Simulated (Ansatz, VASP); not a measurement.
**Ca2Be: VASP beside Ansatz**

File INCAR:

```
SYSTEM = Ca2Be
  ALGO = Normal
  EDIFF = 1E-6
  EDIFFG = -0.04
  ENCUT = 600
  GGA = PE
  IBRION = 2
  ISIF = 3
  ISMEAR = 0
  LASPH = .TRUE.
  LCHARG = .FALSE.
  LREAL = .FALSE.
  LWAVE = .FALSE.
  NELM = 80
  NSW = 90
  PREC = Accurate
  SIGMA = 0.1
```

The input KPOINTS:

```
k-points
0
G
  6 6 4
  0 0 0
```

File POSCAR:

```
Ca2Be
1.0
    4.0039203673      0.0000000000      0.0000000000
   -2.0019601837      3.4674967528      0.0000000000
    0.0000000000      0.0000000000      4.3231698318
Ca Be
2 1
Direct
    0.3333333333      0.6666666667      0.5000000000
    0.6666666667      0.3333333333      0.5000000000
    0.0000000000      0.0000000000      0.0000000000
```

Input for Ansatz:

```yaml
crystal:
  lattice:
    - [4.0039203673, 0.0, 0.0]
    - [-2.0019601837, 3.4674967528, 0.0]
    - [0.0, 0.0, 4.3231698318]
  atoms:
    - { symbol: Ca, position: [0.3333333333, 0.6666666667, 0.5] }
    - { symbol: Ca, position: [0.6666666667, 0.3333333333, 0.5] }
    - { symbol: Be, position: [0.0, 0.0, 0.0] }
basis:
  ecutwfc: 420
kpoints:
  mp_grid: { grid: [6, 6, 4] }
hamiltonian:
  xc: pbe
scf:
  occupations: { method: gaussian, width: 0.1 }
  lower_state_search: "off"
output:
  forces: true
  stress: true
  eigenvalues: true
relax:
  adjacent_minimum: "off"
  f_tol: 0.04
  max_steps: 70
  cell: { stress_tol: 0.4 }
```

Alike in both runs: task relaxation of cell and atoms; functional PBE; k mesh 6 × 6 × 4; occupations gaussian, width 0.1 eV; no spin polarisation.

|  | VASP | Ansatz |
| --- | --- | --- |
| version | VASP 6.6.1 | Ansatz 0.2.0 |
| potentials or method | VASP PAW PBE potentials, release 64 (Ca_sv, Be) | scalar-relativistic, plane waves, PAW |
| plane-wave cutoff (eV) | 600 | 420 |
| valence electrons in the cell | 22 | 22 |

```csv
,VASP,Ansatz,Ansatz less VASP
"gap on the k mesh at the Fermi level, each at its own relaxed structure (eV)",none,none,-
relaxed volume (Å³/atom),25.62,25.62,0.000
relaxed cell length with the largest relative difference (Å),3.221,3.224,+0.0024
energy change over the relaxation (meV/atom),-1231,-1209,+22.4
```

A gap of «none» marks a metal or a gap that the smearing closes.

Caveats: the k mesh is coarse (spacing up to 0.36 Å⁻¹), so the values aren't converged; the volume moved by over 15 % at a fixed basis, so the end points are rough (VASP).
